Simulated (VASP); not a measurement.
These are optB88-vdW, VASP's PBE PAW potentials (set 64) (plane waves; VASP 6.6.1) values and carry that method's errors.

VASP ran on this input.

### INCAR
```
LMAXMIX  =  4
PREC  =  Accurate
ISMEAR  =  0
LCHARG  =  .FALSE.
SYSTEM  =  InP
SIGMA  =  0.05   ! width (eV)
IBRION  =  2
NSW  =  60   ! most ionic steps
EDIFF  =  1E-6
AGGAC  =  0.0
NELM  =  100
PARAM1  =  0.1833333333
LREAL  =  .FALSE.   ! projection in real space or not
LUSE_VDW  =  .TRUE.
LWAVE  =  .FALSE.
ISIF  =  3   ! ions, shape and volume
PARAM2  =  0.22
ALGO  =  Normal   ! blocked Davidson
EDIFFG  =  -0.01
GGA  =  BO
LASPH  =  .TRUE.   ! aspherical one-centre terms
ENCUT  =  520
```

### KPOINTS
```
Automatic mesh
0
Gamma
7 7 7
0 0 0
```

### POSCAR
```
InP
1
    0.0000000000     2.9350000000     2.9350000000
    2.9350000000     0.0000000000     2.9350000000
    2.9350000000     2.9350000000     0.0000000000
In P
1 1
Direct
  0.0000000000   0.0000000000   0.0000000000
  0.2500000000   0.2500000000   0.2500000000
```

POTCAR, in this order: In_d P (PBE.64 set). Program: vasp_std.

The resulting files:

OSZICAR:
```
       N       E                     dE             d eps       ncg     rms          rms(c)
DAV:   1     0.121180272698E+03    0.12118E+03   -0.86374E+03   520   0.158E+03
DAV:   2     0.425223687755E+01   -0.11693E+03   -0.11214E+03   545   0.329E+02
DAV:   3    -0.393386221780E+01   -0.81861E+01   -0.81212E+01   665   0.910E+01
DAV:   4    -0.417975124366E+01   -0.24589E+00   -0.24562E+00   643   0.174E+01
DAV:   5    -0.419260573643E+01   -0.12854E-01   -0.12854E-01   761   0.349E+00    0.482E+00
DAV:   6    -0.376617626001E+01    0.42643E+00   -0.84493E-01   737   0.156E+01    0.289E+00
DAV:   7    -0.374141284459E+01    0.24763E-01   -0.21513E-01   672   0.361E+00    0.117E+00
DAV:   8    -0.374092802982E+01    0.48481E-03   -0.15904E-02   666   0.186E+00    0.345E-01
DAV:   9    -0.374112725173E+01   -0.19922E-03   -0.22977E-03   711   0.844E-01    0.172E-01
DAV:  10    -0.374113737482E+01   -0.10123E-04   -0.22279E-04   621   0.126E-01    0.115E-01
DAV:  11    -0.374115991652E+01   -0.22542E-04   -0.61125E-05   597   0.775E-02    0.372E-02
DAV:  12    -0.374115873083E+01    0.11857E-05   -0.12054E-05   648   0.542E-02    0.140E-02
DAV:  13    -0.374115874126E+01   -0.10431E-07   -0.40389E-07   355   0.563E-03
   1 F= -.37411587E+01 E0= -.37411587E+01  d E =-.374116E+01
       N       E                     dE             d eps       ncg     rms          rms(c)
DAV:   1    -0.435062943429E+01   -0.60947E+00   -0.16333E+01   660   0.946E+01    0.461E+00
DAV:   2    -0.385171922529E+01    0.49891E+00   -0.10109E+00   665   0.237E+01    0.184E+00
DAV:   3    -0.375703727309E+01    0.94682E-01   -0.33192E-01   670   0.128E+01    0.725E-01
DAV:   4    -0.375661983496E+01    0.41744E-03   -0.14676E-02   555   0.138E+00    0.489E-01
DAV:   5    -0.375496569401E+01    0.16541E-02   -0.11489E-03   625   0.404E-01    0.242E-01
DAV:   6    -0.375470009654E+01    0.26560E-03   -0.48419E-04   706   0.258E-01    0.377E-02
DAV:   7    -0.375469587531E+01    0.42212E-05   -0.41234E-05   704   0.965E-02    0.111E-02
DAV:   8    -0.375469654156E+01   -0.66626E-06   -0.70975E-06   640   0.535E-02
   2 F= -.37546965E+01 E0= -.37546947E+01  d E =-.135378E-01
       N       E                     dE             d eps       ncg     rms          rms(c)
DAV:   1    -0.382663317588E+01   -0.71937E-01   -0.16773E+00   650   0.274E+01    0.170E+00
DAV:   2    -0.376819831830E+01    0.58435E-01   -0.12888E-01   655   0.929E+00    0.582E-01
DAV:   3    -0.375895600812E+01    0.92423E-02   -0.29063E-02   670   0.389E+00    0.312E-01
DAV:   4    -0.375887463838E+01    0.81370E-04   -0.12163E-03   563   0.365E-01    0.210E-01
DAV:   5    -0.375874677947E+01    0.12786E-03   -0.13894E-04   755   0.136E-01    0.746E-02
DAV:   6    -0.375875050300E+01   -0.37235E-05   -0.40594E-05   785   0.812E-02    0.192E-02
DAV:   7    -0.375874668505E+01    0.38180E-05   -0.50108E-06   580   0.253E-02    0.396E-03
DAV:   8    -0.375874626511E+01    0.41994E-06   -0.22335E-07   305   0.531E-03
   3 F= -.37587463E+01 E0= -.37587463E+01  d E =-.175875E-01
```

**OUTCAR**
```
------------------------ aborting loop because EDIFF is reached ----------------------------------------
  FORCE on cell =-STRESS in cart. coord.  units (eV):
  Direction    XX          YY          ZZ          XY          YZ          ZX
  --------------------------------------------------------------------------------------
  Total        0.0024193      0.0024193      0.0024193     -0.0000000      0.0000000      0.0000000
  in kB        0.0735460      0.0735460      0.0735460     -0.0000000      0.0000000      0.0000000
  external PRESSURE =       0.0735460 kB  Pullay stress =       0.0000000 kB
  volume of cell :       52.70
      direct lattice vectors                 reciprocal lattice vectors
    -0.000000000  2.975791840  2.975791840    -0.168022505  0.168022505  0.168022505
     2.975791840  0.000000000  2.975791840     0.168022505 -0.168022505  0.168022505
     2.975791840  2.975791840  0.000000000     0.168022505  0.168022505 -0.168022505
  FREE ENERGIE OF THE ION-ELECTRON SYSTEM (eV)
  ---------------------------------------------------
  free  energy   TOTEN  =        -3.7587462651 eV

  energy  without entropy=       -3.7587462565  energy(sigma->0) =       -3.75874626

 reached required accuracy - stopping structural energy minimisation
```
(Selected blocks of OUTCAR.)

File CONTCAR:
```
InP
   1.00000000000000
    -0.0000000000000000    2.9757918404333870    2.9757918404333870
     2.9757918404333870    0.0000000000000000    2.9757918404333870
     2.9757918404333870    2.9757918404333870    0.0000000000000000
  In              P
     1     1
Direct
     0.0000000000000000    0.0000000000000000    0.0000000000000000
     0.2500000000000000    0.2500000000000000    0.2500000000000000
```

**OUTCAR**
```
 val. band max:        4.5840899221   @ k =   0.0000   0.0000   0.0000

 cond. band min:       4.9065425280   @ k =   0.0000   0.0000   0.0000


 Fermi energy:         4.7494011583

 k-point     1 :       0.0000    0.0000    0.0000
  band No.  band energies     occupation
      1      -9.5743      2.00000
      2      -9.5743      2.00000
      3      -9.5743      2.00000
      4      -9.4439      2.00000
      5      -9.4439      2.00000
      6      -6.6418      2.00000
      7       4.5841      2.00000
      8       4.5841      2.00000
      9       4.5841      2.00000
     10       4.9065      0.00001
     11       8.6516      0.00000
     12       8.6516      0.00000
     13       8.6516      0.00000

 k-point     2 :       0.1429    0.0000    0.0000
  band No.  band energies     occupation
      1      -9.5933      2.00000
      2      -9.5663      2.00000
      3      -9.5663      2.00000
      4      -9.4437      2.00000
      5      -9.4437      2.00000
      6      -6.4278      2.00000
      7       2.7298      2.00000
      8       4.3668      2.00000
      9       4.3668      2.00000
     10       6.0489      0.00000
     11       8.8373      0.00000
     12       8.9770      0.00000
     13       8.9770      0.00000

 k-point     3 :       0.2857    0.0000    0.0000
  band No.  band energies     occupation
      1      -9.6342      2.00000
      2      -9.5510      2.00000
      3      -9.5510      2.00000
      4      -9.4403      2.00000
      5      -9.4403      2.00000
      6      -5.8482      2.00000
      7       0.7184      2.00000
      8       3.9718      2.00000
      9       3.9718      2.00000
     10       6.1122      0.00000
     11       9.3819      0.00000
     12       9.3819      0.00000
     13      10.1212      0.00000

 k-point     4 :       0.4286    0.0000    0.0000
  band No.  band energies     occupation
      1      -9.6654      2.00000
      2      -9.5422      2.00000
      3      -9.5422      2.00000
...
```

Energy and stress use the plane-wave basis of the starting cell. Unless said otherwise, spin-orbit coupling is left out, though it shifts the bands of the heavy elements here.

The compound is InP in the zinc blende structure. This run relaxes it. Symmetry was kept, so distortions that lower it aren't found.
